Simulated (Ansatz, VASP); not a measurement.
**Sc3Te: VASP beside Ansatz**

INCAR

```
PREC = Accurate
ENCUT = 600
EDIFF = 1E-7
ISMEAR = -1
SIGMA = 0.05
LREAL = F
LASPH = T
NELM = 100
ALGO = Normal
ISIF = 3
LWAVE = F
LCHARG = F
GGA = PE
IVDW = 12
IBRION = 2
NSW = 60
EDIFFG = -0.01
```

File KPOINTS:

```
Automatic mesh
0
Gamma
  5 5 5
```

POSCAR

```
Sc3Te
1.0
    0.0000000000      3.5695000000      3.5695000000
    3.5695000000      0.0000000000      3.5695000000
    3.5695000000      3.5695000000      0.0000000000
Sc Te
3 1
Direct
    0.2500000000      0.2500000000      0.2500000000
    0.7500000000      0.7500000000      0.7500000000
    0.5000000000      0.5000000000      0.5000000000
    0.0000000000      0.0000000000      0.0000000000
```

input.yaml

```yaml
crystal:
  lattice:
    - [0.0, 3.5695, 3.5695]
    - [3.5695, 0.0, 3.5695]
    - [3.5695, 3.5695, 0.0]
  atoms:
    - { symbol: Sc, position: [0.25, 0.25, 0.25] }
    - { symbol: Sc, position: [0.75, 0.75, 0.75] }
    - { symbol: Sc, position: [0.5, 0.5, 0.5] }
    - { symbol: Te, position: [0.0, 0.0, 0.0] }
hamiltonian:
  xc: pbe
  pseudopotentials: { kind: paw }
  dispersion: d3bj
kpoints:
  mp_grid: { grid: [5, 5, 5] }
scf:
  occupations: { method: fermi_dirac, width: 0.05 }
output:
  forces: true
  stress: true
  eigenvalues: true
relax:
  f_tol: 0.01
  max_steps: 40
  cell: { stress_tol: 0.05 }
```

The cell was built by a generator and needn't be a form met in nature.

Alike in both runs: task relaxation of cell and atoms; functional PBE; dispersion D3(BJ); k mesh 5 × 5 × 5; occupations fermi-dirac, width 0.05 eV; no spin polarisation.

|  | VASP | Ansatz |
| --- | --- | --- |
| version | VASP 6.6.1 | Ansatz 0.2.0 |
| potentials or method | VASP PAW PBE potentials, release 64 (Sc_sv, Te) | Ansatz PAW |
| plane-wave cutoff (eV) | 600 | 420 |
| valence electrons in the cell | 39 | 49 |

Ansatz gave:

* gap on the k mesh at the Fermi level, each at its own relaxed structure (eV): none
* relaxed volume (Å³/atom): 21.37
* relaxed cell length with the largest relative difference (Å): 4.945
* energy change over the relaxation (meV/atom): -16

Problem. Which values does VASP return?

Solution. gap on the k mesh at the Fermi level, each at its own relaxed structure (eV): none; relaxed volume (Å³/atom): 21.41; relaxed cell length with the largest relative difference (Å): 4.947; energy change over the relaxation (meV/atom): -15.

A gap of «none» marks a metal or a gap that the smearing closes. The two sets of potentials don't hold the same shells in valence.

Caveats: pairwise dispersion overbinds metals, which lowers pressure and volume; the plane-wave basis is chosen anew once the cell has moved, so the energies of steps on either side of that aren't comparable (Ansatz). The runs have no spin-orbit coupling, so splittings on Te are missing.
